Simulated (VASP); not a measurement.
Input of a VASP 6.6.1 run:

Contents of INCAR:

```
PREC = Accurate
ENCUT = 520
EDIFF = 1E-7
ISMEAR = -1
SIGMA = 0.1
LREAL = F
LASPH = T
NELM = 100
ALGO = Fast
ISIF = 2
LWAVE = F
LCHARG = F
GGA = PE
NBANDS = 36
```

Contents of KPOINTS:

```
Automatic mesh
0
Gamma
  5 5 2
  0 0 0.5
```

The input POSCAR:

```
YBi2H4I
1.0
    3.8424250000     -0.0301290000      0.0291240000
   -0.0301290000      3.8215400000      0.0009480000
    0.0713740000      0.0023240000      9.3403970000
Bi Y I H
2 1 1 4
Direct
    0.4903670000      0.4933620000      0.7302280000
    0.5410910000      0.4819670000      0.2512430000
    0.9875500000      0.0213760000      0.0112910000
    0.9740340000      0.9813070000      0.5032650000
    0.4828320000      0.9925080000      0.8599930000
    0.0000000000      0.4663950000      0.8549950000
    0.4521990000      0.9948540000      0.1445220000
    0.0396480000      0.4943450000      0.1289630000
```

Potentials or basis: VASP PAW PBE potentials, release 64 (Bi_d, Y_sv, I, H).

Run with:

```sh
$ cat potpaw_PBE.64/Bi_d/POTCAR potpaw_PBE.64/Y_sv/POTCAR potpaw_PBE.64/I/POTCAR potpaw_PBE.64/H/POTCAR > POTCAR
$ mpirun -np 1 vasp_std > vasp.out
```

Task: Estimate the band gap on the k mesh.

Result: None (metal or under the smearing width).

Task: Estimate the pressure.

Result: 3.6 GPa.

Stress tensor (GPa, compression positive):
```
 4.17  0.12 -0.25
 0.12  4.81  0.25
-0.25  0.25  1.96
```

Caveat: spin-orbit coupling is left out, which moves the levels of the heavy elements.
